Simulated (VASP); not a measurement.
A VASP calculation is set up with these files.

### KPOINTS
```
Automatic mesh
0
Gamma
15 15 15
0 0 0
```

**POSCAR**
```
VN
1
    0.0000000000     2.0490028779     2.0490028779
    2.0490028779     0.0000000000     2.0490028779
    2.0490028779     2.0490028779     0.0000000000
V N
1 1
Direct
  0.0000000000   0.0000000000   0.0000000000
  0.5000000000   0.5000000000   0.5000000000
```

**INCAR**
```
SYSTEM = VN
PREC = Accurate; ENCUT = 620; LREAL = .FALSE.
LASPH = .TRUE.
EDIFF = 1E-6; NELM = 100; ALGO = Normal
LMAXMIX = 4
ISMEAR = 1; SIGMA = 0.1
GGA = PE
IBRION = 2; NSW = 40; ISIF = 3
EDIFFG = -0.02; PSTRESS = 100
LWAVE = .FALSE.; LCHARG = .FALSE.
```

POTCAR, in this order: V_sv N (PBE.64 set). Program: vasp_std.

Question: Write an equivalent input for Ansatz.

Answer: One equivalent input (not run):
Ansatz 0.2 input:
```yaml
crystal:
  lattice:
    - [0.0000000, 2.0490029, 2.0490029]
    - [2.0490029, 0.0000000, 2.0490029]
    - [2.0490029, 2.0490029, 0.0000000]
  atoms:
    - { symbol: V, position: [0.0000000, 0.0000000, 0.0000000] }
    - { symbol: N, position: [0.5000000, 0.5000000, 0.5000000] }
kpoints:
  mp_grid: { grid: [15, 15, 15] }
hamiltonian:
  xc: pbe
  pseudopotentials: { kind: paw }
scf:
  occupations: { method: methfessel_paxton, width: 0.1 }
  max_iter: 100
relax:
  max_steps: 40
  f_tol: 0.02
  cell: { p_target: 10 }
output: { forces: true, stress: true, eigenvalues: true }
```
The two are equivalent in intent, not identical: each code has its own PAW files, so the cut-off isn't converted (ENCUT is set for VASP's; basis.ecutwfc is left out, and Ansatz then takes the one that its files recommend); Ansatz stops its SCF on the density residual and VASP on the energy change (EDIFF).

The compound is VN in the rock salt structure, which distorts at low temperature. This run relaxes it under an external pressure of 10 GPa. Symmetry was kept, so distortions that lower it aren't found.
